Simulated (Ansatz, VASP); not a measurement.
## Hf2CF2 (Hf2CF2 MXene monolayer) in two plane-wave programs

Aim: how closely do two programs agree when they are given the same cell, functional and k mesh? The cell is taken from a series of runs on this material, whose earlier steps may have relaxed, scaled, displaced or heated it; both programs get it as it stands.

Method: plane waves, with VASP 6.6.1 beside it; single point at PBE with D3(BJ), in Ansatz 0.2.0.

### 1. The starting structure

The cell holds 5 atoms: 2 F, 2 Hf and 1 C. Cell: a = 3.256 Å, b = 3.256 Å, c = 23.114 Å, α = 90.0°, β = 90.0°, γ = 120.0°. Vacuum lies along c.

Structure file:

```
F Hf C
1.0
     3.25595    0.00000    0.00000
    -1.62798    2.81974    0.00000
     0.00000    0.00000   23.11387
F Hf C
2 2 1
Direct
  0.33333 0.66667 0.38938
  0.66667 0.33333 0.61062
  0.66667 0.33333 0.44798
  0.33333 0.66667 0.55202
  0.00000 0.00000 0.50000
```

### 2. VASP: single point, PBE with D3(BJ)

With cell and atoms fixed, the geometry can't cause a difference; cores, projectors, grids and the points listed under the comparison can.

Lines of VASP's logs that name or quote its potential files are left out, and so is its time.

File INCAR:

```
SYSTEM = Hf2CF2
PREC = Accurate
ENCUT = 520
EDIFF = 1E-06
NELM = 120
ISMEAR = -1
SIGMA = 0.02585
LREAL = .FALSE.
ALGO = Normal
GGA = PE
IVDW = 12
NBANDS = 25
LASPH = .TRUE.
LORBIT = 11
LWAVE = .FALSE.
LCHARG = .FALSE.
ISIF = 2
LDIPOL = .TRUE.
IDIPOL = 3
DIPOL = 0.5 0.5 0.5
LVHAR = .TRUE.
GGA_COMPAT = .FALSE.
NELMDL = -8
KPAR = 2
```

File POSCAR:

```
Hf2CF2
1.0
    3.2559525978      0.0000000000      0.0000000000
   -1.6279762989      2.8197376632      0.0000000000
    0.0000000000      0.0000000000     23.1138676119
F Hf C
2 2 1
Direct
    0.3333333333      0.6666666667      0.3893766353
    0.6666666667      0.3333333333      0.6106233647
    0.6666666667      0.3333333333      0.4479808122
    0.3333333333      0.6666666667      0.5520191878
    0.0000000000      0.0000000000      0.5000000000
```

File KPOINTS:

```
Automatic mesh
0
Gamma
18 18 1
0 0 0
```

The projector-augmented-wave data sets are F, Hf_pv and C (PBE family, release 64).

On the command line:

```console
$ mpirun -np 2 vasp_std
```

Numbers of over 12 decimals in the logs are rounded to 6 here.

The program printed:

```text
[banner, memory and clock lines left out]
running    2 mpi-ranks, on    1 nodes
 distrk:  each k-point on    1 cores,    2 groups
 distr:  one band on    1 cores,    1 groups

 POSCAR found type information on POSCAR F HfC
 POSCAR found :  3 types and       5 ions
 LDA part: xc-table for (Slater+PW92), standard interpolation
 POSCAR, INCAR and KPOINTS ok, starting setup
 FFT: planning ... GRIDC
 FFT: planning ... GRID_SOFT
 FFT: planning ... GRID
 WAVECAR not read
 entering main loop
       N       E                     dE             d eps       ncg     rms          rms(c)
DAV:   1     0.275373037987E+03    0.27537E+03   -0.19706E+04  2202   0.126E+03
DAV:   2    -0.233604084896E+02   -0.29873E+03   -0.29419E+03  2328   0.316E+02
DAV:   3    -0.503720072581E+02   -0.27012E+02   -0.26873E+02  2418   0.897E+01
DAV:   4    -0.508372263281E+02   -0.46522E+00   -0.46402E+00  2467   0.134E+01
DAV:   5    -0.508475807521E+02   -0.10354E-01   -0.10347E-01  2428   0.184E+00
DAV:   6    -0.508479987830E+02   -0.41803E-03   -0.41795E-03  2524   0.361E-01
DAV:   7    -0.508480135047E+02   -0.14722E-04   -0.14719E-04  2428   0.650E-02
DAV:   8    -0.508480142303E+02   -0.72564E-06   -0.72584E-06  2396   0.146E-02    0.715E+01
DAV:   9    -0.439045203453E+02    0.69435E+01   -0.33784E+01  2079   0.281E+01    0.484E+01
DAV:  10    -0.438239609477E+02    0.80559E-01   -0.26813E+00  2530   0.110E+01    0.893E+00
DAV:  11    -0.437605022957E+02    0.63459E-01   -0.44006E-01  2442   0.394E+00    0.177E+00
DAV:  12    -0.437526878245E+02    0.78145E-02   -0.23431E-02  2587   0.106E+00    0.864E-01
DAV:  13    -0.437489801849E+02    0.37076E-02   -0.81362E-03  2522   0.566E-01    0.332E-01
DAV:  14    -0.437474401032E+02    0.15401E-02   -0.41726E-03  2523   0.306E-01    0.345E-01
[...]
DAV:  18    -0.437479084151E+02   -0.15748E-03   -0.64247E-05  2368   0.380E-02    0.410E-02
DAV:  19    -0.437482166314E+02   -0.30822E-03   -0.14053E-05  2123   0.160E-02    0.257E-02
DAV:  20    -0.437483526974E+02   -0.13607E-03   -0.30823E-06  2147   0.757E-03    0.157E-02
DAV:  21    -0.437484365763E+02   -0.83879E-04   -0.29608E-06  1939   0.574E-03    0.324E-03
DAV:  22    -0.437484557397E+02   -0.19163E-04   -0.69217E-07  1799   0.271E-03    0.330E-03
DAV:  23    -0.437484640353E+02   -0.82956E-05   -0.47455E-07  1713   0.226E-03    0.167E-03
DAV:  24    -0.437484650602E+02   -0.10248E-05   -0.55923E-08  1825   0.865E-04    0.950E-04
DAV:  25    -0.437484660518E+02   -0.99160E-06   -0.61202E-08  1626   0.739E-04
   1 F= -.44625115E+02 E0= -.44622697E+02  d E =-.483653E-02
```

Parts of OUTCAR (step 2):

```text
ion  position               nearest neighbor table
   1  0.333  0.667  0.389-   3 2.32   3 2.32   3 2.32
   2  0.667  0.333  0.611-   4 2.32   4 2.32   4 2.32
   3  0.667  0.333  0.448-   5 2.23   5 2.23   5 2.23   1 2.32   1 2.32   1 2.32   4 3.05   4 3.05
                             4 3.05
   4  0.333  0.667  0.552-   5 2.23   5 2.23   5 2.23   2 2.32   2 2.32   2 2.32   3 3.05   3 3.05
                             3 3.05
   5  0.000  0.000  0.500-   3 2.23   4 2.23   4 2.23   3 2.23   3 2.23   4 2.23

  LATTYP: Found a hexagonal cell.
 ALAT       =     3.2559525978
 C/A-ratio  =     7.0989570387

 Subroutine GETGRP returns: Found 12 space group operations
 (whereof 12 operations were pure point group operations)

The static configuration has the point symmetry D_3d.

 Found     37 irreducible k-points:

   k-points           NKPTS =     37   k-points in BZ     NKDIM =     37   number of bands    NBANDS=     25

   dimension x,y,z NGX =    24 NGY =   24 NGZ =  180
   dimension x,y,z NGXF=    48 NGYF=   48 NGZF=  360

   ENCUT  =  520.0 eV  38.22 Ry    6.18 a.u.   6.05  6.05 42.98*2*pi/ulx,y,z

   NELECT =      38.0000    total number of electrons

 k-points in reciprocal lattice and weights: Automatic mesh
   0.00000000  0.00000000  0.00000000       0.003
   0.05555556 -0.00000000  0.00000000       0.019
   0.11111111 -0.00000000  0.00000000       0.019
   0.16666667  0.00000000  0.00000000       0.019
   0.22222222  0.00000000  0.00000000       0.019
   0.27777778  0.00000000  0.00000000       0.019
   0.33333333 -0.00000000  0.00000000       0.019
   0.38888889 -0.00000000  0.00000000       0.019
   0.44444444  0.00000000  0.00000000       0.019
[...]
0.33333333  0.27777778  0.00000000       0.037
   0.33333333  0.33333333  0.00000000       0.006

 dipolmoment           0.000000      0.000000     -0.000000 electrons x Angstroem

 average (electrostatic) potential at core
       1 -82.9816       2 -82.9816       3 -43.8593       4 -43.8593       5 -55.4514

 E-fermi :  -0.6940

 k-point     1 :       0.0000    0.0000    0.0000
  band No.  band energies     occupation
    ...
     14      -8.0071      2.00000
     15      -8.0071      2.00000
     16      -5.7382      2.00000
     17      -4.2035      2.00000
     18      -4.2035      2.00000
     19      -0.5104      0.00164
     20      -0.5104      0.00164
     21      -0.2017      0.00000
     22       0.6916      0.00000
     23       0.8018      0.00000
    ...

 k-point     2 :       0.0556   -0.0000    0.0000
  band No.  band energies     occupation
    ...
     15      -7.9527      2.00000
     16      -5.7010      2.00000
     17      -4.3172      2.00000
     18      -4.2110      2.00000
     19      -0.6712      0.58612
     20      -0.4374      0.00010
     21      -0.1810      0.00000
     22       0.8127      0.00000
     23       0.8669      0.00000
     24       2.0595      0.00000
    ...

 k-point     3 :       0.1111   -0.0000    0.0000
  band No.  band energies     occupation
    ...
     15      -7.8791      2.00000
     16      -5.6033      2.00000
     17      -4.6025      2.00000
     18      -4.2288      2.00000
     19      -1.0382      2.00000
     20      -0.2225      0.00000
     21      -0.1105      0.00000
     22       0.9773      0.00000
     23       1.0517      0.00000
     24       1.9207      0.00000
    ...

 Edisp (eV)   -0.87665

  Total      -0.72847    -0.72847    -0.72170     0.00000     0.00000     0.00000
  in kB      -5.50003    -5.50003    -5.44888     0.00000     0.00000     0.00000
  external pressure =       -5.48 kB  Pullay stress =        0.00 kB

  energy-cutoff  :      520.00
  volume of cell :      212.21
      direct lattice vectors                 reciprocal lattice vectors
     3.255952598  0.000000000  0.000000000     0.307129778  0.177321460  0.000000000
    -1.627976299  2.819737663  0.000000000     0.000000000  0.354642921  0.000000000
     0.000000000  0.000000000 23.113867612     0.000000000  0.000000000  0.043264071

 POSITION                                       TOTAL-FORCE (eV/Angst)
 -----------------------------------------------------------------------------------
     -0.00000      1.87983      9.00000        -0.000000      0.000000      0.142106
      1.62798      0.93991     14.11387         0.000000      0.000000     -0.142106
      1.62798      0.93991     10.35457        -0.000000      0.000000     -0.045433
     -0.00000      1.87983     12.75930         0.000000      0.000000      0.045433
      0.00000      0.00000     11.55693        -0.000000      0.000000     -0.000000
 -----------------------------------------------------------------------------------
    total drift:                                0.000000      0.000000     -0.000000

  FREE ENERGIE OF THE ION-ELECTRON SYSTEM (eV)
  ---------------------------------------------------
  free  energy   TOTEN  =       -44.6251154625 eV

  energy  without entropy=      -44.6202789363  energy(sigma->0) =      -44.62269720

 vacuum level on the upper side and lower side of the slab         2.939         2.939

 total charge
# of ion       s       p       d       tot
------------------------------------------
    1        1.736   4.346   0.000   6.082
    2        1.736   4.346   0.000   6.082
    3        0.296   6.484   1.741   8.522
    4        0.296   6.484   1.741   8.522
    5        0.865   1.596   0.000   2.461
--------------------------------------------------
tot          4.931  23.256   3.483  31.669

[... 3 further parts left out ...]
```

Harder data sets than Hf_pv exist (the GW ones), and pressures, volumes and forces can shift noticeably with them.

### 3. Ansatz: single point, PBE with D3(BJ)

Ansatz runs on its PAW soft_1 files.

The same cell, functional, mesh and smearing now go to Ansatz, which takes its cutoff from its data sets.

File input.yaml:

```yaml
crystal:
  lattice:
    - [3.2559525978, 0.0, 0.0]
    - [-1.6279762989, 2.8197376632, 0.0]
    - [0.0, 0.0, 23.1138676119]
  atoms:
    - { symbol: F, position: [0.3333333333, 0.6666666667, 0.3893766353] }
    - { symbol: Hf, position: [0.6666666667, 0.3333333333, 0.4479808122] }
    - { symbol: C, position: [0.0, 0.0, 0.5] }
    - { symbol: Hf, position: [0.3333333333, 0.6666666667, 0.5520191878] }
    - { symbol: F, position: [0.6666666667, 0.3333333333, 0.6106233647] }
kpoints:
  mp_grid: { grid: [18, 18, 1] }
  band_path:
    path: [[0, 0, 0], [0.5, 0, 0], [0.33333333, 0.33333333, 0], [0, 0, 0]]
    npoints: 16
hamiltonian:
  xc: pbe
  dispersion: d3bj
  pseudopotentials: { kind: paw, azcp: { folder: soft_1 } }
scf:
  occupations: { method: fermi_dirac, width: 0.02585 }
  convergence: { dr2_threshold: 1.0e-10 }
efield:
  axis: 3
  dipole_correction: true
  ramp_position: 0.97
  ramp_width: 0.06
  amplitude: 0
output:
  dos: { projected: true, e_range: [-6, 5] }
  write_potential: true
  write_density: true
  volumetric_format: npy
  elf: true
```

On the command line:

```console
$ ansatz run input.yaml --threads 2 --pin off --max-ram 3072MiB --backend cpu --events-out ev --progress --plain --runs-dir out
```

The program printed:

```text
Engine: ansatz 0.2.0, aarch64-unknown-linux-gnu
Pseudopotentials: kind: paw
Pseudopotential: F, paw, valence charge 7, recommended cutoff 420 eV (normal), soft_1/F.paw.azcp
Pseudopotential: Hf, paw, valence charge 26, recommended cutoff 420 eV (normal), soft_1/Hf.paw.azcp
Pseudopotential: C, paw, valence charge 4, recommended cutoff 420 eV (normal), soft_1/C.paw.azcp
Functional definition: PBE
  parameter kappa = 0.804
  parameter beta = 0.066725
  exchange = pbe_x(kappa = kappa, mu = beta*pi^2/3)
  correlation = pbe_c(beta = beta)
Crystal: 5 atoms, lattice volume = 212.207 Å³
Basis set: ecut = 420 eV, 4181 PW (Γ)
Bands: 42, of which v1, the nominal top of the filled ones, is band 35 counted from 1 (34 counted from 0)
Symmetry: 6 space group operations
k-points: 37 of 324 (time reversal used)
Non-local potential: F, projectors of the file, l = 0: 2, l = 1: 2, l = 2: 1
Non-local potential: Hf, projectors of the file, l = 0: 3, l = 1: 2, l = 2: 2, l = 3: 3
Non-local potential: C, projectors of the file, l = 0: 2, l = 1: 2, l = 2: 1
PAW form: soft (Blöchl's): semilocal exchange-correlation on the pseudo side does not see the compensation charge
PAW one-centre angular grid: F, 110 points (default); XC on 64 Gauss nodes
PAW one-centre angular grid: Hf, 590 points (default); XC on 64 Gauss nodes
PAW one-centre angular grid: C, 110 points (default); XC on 64 Gauss nodes
Initial density: superposition of atomic densities (neutral atoms: chi_scale 0, normalization atom)
Initial wavefunctions: pseudopotential atomic-orbital guess
Functional: x = pbe(κ = 0.804, μ = 0.219515), c = pbe(β = 0.066725)
SCF iter   1: F=—  HF=-33323.280169 eV  |F-HF|=—  |Δ(HF+E_count)|=         —  Δρ=7.08e-2  dr2=1.90e1  ethr=3.10e-3  p=0.000 e·Å  D=5.39e-14 V/Å  ΔV_dip=-0.00 eV  dr2_dipole=2.69e-9  V_vac-E_F(+/−)=6.75/6.75 eV  ⟨swp⟩=8.5  Hψ=6587  notcnv=0
efield: sawtooth ramp at fractional position 0.9700 (set: `efield.ramp_position`, or a place that a band, a saddle search or an elastic batch's reference lends), width 0.0600; the density the first Hamiltonian is built on has a dipole p = 0.000 e·Å; the dipole correction subtracts the counter field D = 5.39e-14 V/Å, which shifts the + side's vacuum level by -0.00 eV against the − side's; the planar-averaged density in the ramp window peaks in size at 7.2e-6 e/Å³
preconditioner: auto → LDOS  [insulator: Δε(μ)=0.097 eV  Ē_g=17.587 eV  σ=0.026 eV  W_gap=0.55  n_scr=34 (ndim 8)  ℏωp=20.7 eV  f_vac=0.680  D(μ)=0.68/eV (n_scr^D=4)  ε∞_Penn≈2.4  β→1.0]
SCF iter   2: F=—  HF=-33329.461164 eV  |F-HF|=—  |Δ(HF+E_count)|=    6.18e0  Δρ=1.21e-1  dr2=4.57e1  ethr=3.10e-3  p=-0.000 e·Å  D=-1.86e-5 V/Å  ΔV_dip=0.00 eV  dr2_dipole=2.11e-9  V_vac-E_F(+/−)=1.18/1.18 eV  ⟨swp⟩=5.4  Hψ=4297  notcnv=0  defer=61  recentre
SCF iter   3: F=—  HF=-33318.353444 eV  |F-HF|=—  |Δ(HF+E_count)|=    1.11e1  Δρ=1.12e-2  dr2=5.24e-1  ethr=3.10e-3  p=0.000 e·Å  D=1.09e-6 V/Å  ΔV_dip=-0.00 eV  dr2_dipole=1.41e-10  V_vac-E_F(+/−)=4.47/4.47 eV  ⟨swp⟩=4.1  Hψ=4099  notcnv=0  defer=69
SCF iter   4: F=—  HF=-33318.228020 eV  |F-HF|=—  |Δ(HF+E_count)|=   1.25e-1  Δρ=4.36e-3  dr2=3.89e-2  ethr=7.48e-4  p=-0.000 e·Å  D=-1.09e-7 V/Å  ΔV_dip=0.00 eV  dr2_dipole=9.50e-12  V_vac-E_F(+/−)=3.75/3.75 eV  ⟨swp⟩=3.8  Hψ=3526  notcnv=0  defer=73
SCF iter   5: F=—  HF=-33318.225567 eV  |F-HF|=—  |Δ(HF+E_count)|=   2.45e-3  Δρ=1.65e-3  dr2=3.14e-3  ethr=5.55e-5  p=0.000 e·Å  D=5.40e-7 V/Å  ΔV_dip=-0.00 eV  dr2_dipole=1.47e-11  V_vac-E_F(+/−)=3.57/3.57 eV  ⟨swp⟩=3.5  Hψ=3567  notcnv=0  defer=70
SCF iter   6: F=—  HF=-33318.225058 eV  |F-HF|=—  |Δ(HF+E_count)|=   5.09e-4  Δρ=6.15e-4  dr2=1.00e-3  ethr=4.48e-6  p=0.000 e·Å  D=6.18e-7 V/Å  ΔV_dip=-0.00 eV  dr2_dipole=7.08e-12  V_vac-E_F(+/−)=3.65/3.65 eV  ⟨swp⟩=2.7  Hψ=3345  notcnv=0  defer=70
SCF iter   7: F=—  HF=-33318.225016 eV  |F-HF|=—  |Δ(HF+E_count)|=   4.18e-5  Δρ=2.77e-4  dr2=3.54e-4  ethr=1.43e-6  p=0.000 e·Å  D=4.08e-7 V/Å  ΔV_dip=-0.00 eV  dr2_dipole=4.15e-12  V_vac-E_F(+/−)=3.64/3.64 eV  ⟨swp⟩=2.0  Hψ=2734  notcnv=0  defer=70
SCF iter   8: F=—  HF=-33318.225091 eV  |F-HF|=—  |Δ(HF+E_count)|=   7.51e-5  Δρ=7.79e-5  dr2=2.97e-5  ethr=5.05e-7  p=0.000 e·Å  D=1.97e-7 V/Å  ΔV_dip=-0.00 eV  dr2_dipole=2.27e-12  V_vac-E_F(+/−)=3.62/3.62 eV  ⟨swp⟩=2.1  Hψ=2034  notcnv=0  defer=70
SCF iter   9: F=—  HF=-33318.225096 eV  |F-HF|=—  |Δ(HF+E_count)|=   5.13e-6  Δρ=1.94e-5  dr2=5.38e-7  ethr=4.24e-8  p=0.000 e·Å  D=6.03e-8 V/Å  ΔV_dip=-0.00 eV  dr2_dipole=3.36e-13  V_vac-E_F(+/−)=3.61/3.61 eV  ⟨swp⟩=3.1  Hψ=3007  notcnv=0  defer=70
SCF iter  10: F=—  HF=-33318.225007 eV  |F-HF|=—  |Δ(HF+E_count)|=   8.96e-5  Δρ=4.81e-6  dr2=2.61e-8  ethr=7.68e-10  p=0.000 e·Å  D=2.69e-8 V/Å  ΔV_dip=-0.00 eV  dr2_dipole=2.92e-14  V_vac-E_F(+/−)=3.61/3.61 eV  ⟨swp⟩=2.9  Hψ=3097  notcnv=0  defer=70
SCF iter  11: F=—  HF=-33318.225007 eV  |F-HF|=—  |Δ(HF+E_count)|=   1.18e-7  Δρ=1.04e-6  dr2=1.32e-9  ethr=3.73e-11  p=-0.000 e·Å  D=-1.04e-8 V/Å  ΔV_dip=0.00 eV  dr2_dipole=2.52e-14  V_vac-E_F(+/−)=3.61/3.61 eV  ⟨swp⟩=3.8  Hψ=3106  notcnv=1  defer=70
SCF iter  12: F=—  HF=-33318.225007 eV  |F-HF|=—  |Δ(HF+E_count)|=   9.02e-9  Δρ=2.87e-7  dr2=1.08e-10  ethr=1.89e-12  p=-0.000 e·Å  D=-4.21e-9 V/Å  ΔV_dip=0.00 eV  dr2_dipole=6.08e-15  V_vac-E_F(+/−)=3.61/3.61 eV  ⟨swp⟩=4.0  Hψ=3194  notcnv=2  defer=70
SCF iter  13: F=-33318.225007 eV  HF=-33318.225007 eV  |F-HF|=1.60e-10  |Δ(HF+E_count)|=   4.07e-8  Δρ=7.14e-8  dr2=9.40e-12  ethr=1.00e-12  p=-0.000 e·Å  D=-4.38e-9 V/Å  ΔV_dip=0.00 eV  dr2_dipole=2.03e-16  V_vac-E_F(+/−)=3.61/3.61 eV  ⟨swp⟩=13.4  Hψ=14617  notcnv=2
SCF 1 converged in 13 iterations: F = -33318.225007 eV  dr2 = 9.40e-12
  greatest PAW one-centre occupation: 0.998 electrons in one spin orbital (limit 2), on the Hf atom at site 1 (counted from 0), in its partial waves of l = 0
NSCF: frozen V_eff on 49 k-points
efield: sawtooth ramp at fractional position 0.9700 (kept from the solve that this one continues, or follows in the run), width 0.0600; the density the first Hamiltonian is built on has a dipole p = -0.000 e·Å; the dipole correction subtracts the counter field D = -4.38e-9 V/Å, which shifts the + side's vacuum level by +0.00 eV against the − side's; the planar-averaged density in the ramp window peaks in size at 7.7e-6 e/Å³
WARN: The output density's exchange-correlation potential varies sharply where the density is thin. Do not read a vacuum level from v_tot or v_xc, or from such a field of the output density. On a cell that repeats whose density bears no net charge and no dipole along the vacuum's axis use v_es (v_loc + v_h of the components); under efield.dipole_correction with no amplitude use v_es + v_field, which holds any externa [...]
SCF converged after 13 iterations
Free energy (F): -33318.225007 eV
Harris-Foulkes:  -33318.225007 eV  (|F-HF|=1.60e-10)
Internal energy: -33318.220170 eV  (E = F + TS)
E sigma→0 (E₀):  -33318.222589 eV
Entropy (-TS):   -0.004837 eV (-0.967 meV/atom)
Fermi energy:    2.450698 eV
Dipole field:    D = -0.000000 V/Å  (p = -0.000000 e·Å, saw-weighted, corrected)
Work function:   Φ+ = 3.6099 eV   Φ− = 3.6101 eV
Levels:          The Fermi level and band energies are counted from a zero that moves with the ramp; work functions are not
--- Per-component energies (eV) ---
  E_band       = -1059.780612
  E_kinetic    = 1301.285493
  E_local      = -121347.479882  (includes V_loc(G=0)·N_el)
  E_nonlocal   = 317.810759
  E_hartree    = 59854.217186
  E_xc         = -735.848069
  E_vxc        = -767.734809  (∫ρ·V_xc dr)
  E_paw        = -15904.894757  (= ΣΔE_a)
  E_vpaw       = -272.097969  (= ΣTr[D̂ρ^β])
  E_aug_tail   = 0.001653  (compensation charges beyond the density's cutoff)
  E_efield     = 0.000000  (sawtooth field / dipole correction)
  E_vefield    = 0.000000  (∫n·V_field dr)
  E_ewald      = 43197.564206
  E_disp       = -0.876760  (pairwise vdW)
  E_smearing   = -0.004837  (= −TS)
  E_closure    = -0.000000  (closes the sum)
  Σ components = -33318.225007   (vs F -33318.225007, Δ=0.00e0)
--- Band table (eV; the first three rows and the last of 37) ---
  k-point 0: bands = [... 31 lower, -2.5542, -1.0371, -1.0371, 2.6205, 2.6205, 2.9380, 3.8340, 3.9358, ... 3 higher]
  k-point 1: bands = [... 31 lower, -2.5191, -1.1521, -1.0459, 2.4629, 2.6943, 2.9596, 3.9525, 4.0008, ... 3 higher]
  k-point 2: bands = [... 31 lower, -2.4266, -1.4413, -1.0668, 2.1003, 2.9112, 3.0328, 4.1141, 4.1865, ... 3 higher]
  k-point 36: bands = [... 31 lower, -2.4542, -2.4542, -1.4321, 2.8109, 3.6265, 3.6265, 5.2985, 5.9414, ... 3 higher]
```

### 4. Side by side

Known differences besides the potentials themselves: the data sets hold 70 valence electrons in Ansatz (on its PAW soft_1 files) and 38 in VASP; the cutoff is 420 eV in Ansatz and 520 eV in VASP. Total energies have different zeros and are not compared.

Both answers:

| quantity | Ansatz | VASP | difference |
| --- | --- | --- | --- |
| work function, lower of the two faces (eV) | 3.61 | 3.63 | -0.02 |
| work function, higher of the two faces (eV) | 3.61 | 3.63 | -0.02 |

With vacuum in the cell, a pressure given here is an average over mostly empty space and none of the material.

### 5. What came out

```yaml
difference_in_work_function_lower_of_the_two_faces_single_point_pbe_with_d3_bj: -0.023 eV
```

The difference in work function, lower of the two faces is -0.023 eV (single point, PBE with D3(BJ)). The data sets hold unlike numbers of valence electrons (70 in Ansatz and 38 in VASP), so part of the differences comes from the potentials. How closely two codes agree says nothing of how well the functional describes the real material.

[Lines on the potential files, build, host, timing and source positions are cut from VASP's logs without a mark.]

[Logs are printed without paths, hosts, clocks, repeated set-up lines and the standing remarks that a program may print on its own settings, such as how far it seeks lower states.]

[Hosts, paths, dates, database ids (printed as entryN), source tags and the programs' standing remarks are cut or masked in the printed files.]
